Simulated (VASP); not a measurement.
An input for Ansatz (written as the equivalent of a VASP run, and not itself run):

Ansatz 0.2 input:
```yaml
crystal:
  lattice:
    - [3.9369530, 0.0000000, 0.0000000]
    - [0.0000000, 3.9369530, 0.0000000]
    - [0.0000000, 0.0000000, 6.9322140]
  atoms:
    - { symbol: Lu, position: [0.0000000, 0.5000000, 0.0000000] }
    - { symbol: Lu, position: [0.5000000, 0.0000000, 0.5000000] }
    - { symbol: P, position: [0.0000000, 0.0000000, 0.2500000] }
    - { symbol: P, position: [0.0000000, 0.0000000, 0.7500000] }
kpoints:
  mp_grid: { grid: [6, 6, 3] }
hamiltonian:
  xc: pbe
  pseudopotentials: { kind: paw }
magnetization: { noncollinear: true, spin_orbit: true }
scf:
  occupations: { method: fermi_dirac, width: 0.1 }
  max_iter: 100
output: { forces: true, stress: true, eigenvalues: true }
```

Problem. Write the VASP files for the same calculation (PBE+SOC).

Solution. Several could match; the one computed here: 
### INCAR
```
SYSTEM = LuP
PREC = Accurate; ENCUT = 300; LREAL = .FALSE.
LASPH = .TRUE.
EDIFF = 1E-6; NELM = 100; ALGO = Normal
LMAXMIX = 6
ISMEAR = -1; SIGMA = 0.1
GGA = PE; GGA_COMPAT = .FALSE.
MAGMOM = 0.0 0.0 0.0 0.0 0.0 0.0 0.0 0.0 0.0 0.0 0.0 0.0
LSORBIT = .TRUE.; LNONCOLLINEAR = .TRUE.
ISIF = 2
LWAVE = .FALSE.; LCHARG = .FALSE.; LORBIT = 11
```

**KPOINTS**
```
Automatic
0
G
6 6 3
0 0 0
```

File POSCAR:
```
LuP
6.9322140
  0.5679214462   0.0000000000   0.0000000000
  0.0000000000   0.5679214462   0.0000000000
  0.0000000000   0.0000000000   1.0000000000
Lu P
2 2
Cart
  0.0000000000   0.2839607231   0.0000000000
  0.2839607231   0.0000000000   0.5000000000
  0.0000000000   0.0000000000   0.2500000000
  0.0000000000   0.0000000000   0.7500000000
```

POTCAR, in this order: Lu_3 P (PBE.64 set). Program: vasp_ncl.

What does not carry over: each code has its own PAW files, so the cut-off isn't converted (ENCUT is set for VASP's; basis.ecutwfc is left out, and Ansatz then takes the one that its files recommend); Ansatz stops its SCF on the density residual and VASP on the energy change (EDIFF).

The structure was generated: LuP was put into an ordered model structure, which need not be its known phase. The cell was not relaxed at this level. The k-mesh is coarse (spacing up to 0.30 per Å, 2π included), so the numbers may not be converged in it. The run is one of a series of settings (GGA_COMPAT = .FALSE., LNONCOLLINEAR = .TRUE., LSORBIT = .TRUE., MAGMOM = 0.0 0.0 0.0 0.0 0.0 0.0 0.0 0.0 0.0 0.0 0.0 0.0, program vasp_ncl against the base run), some of them coarse on purpose.
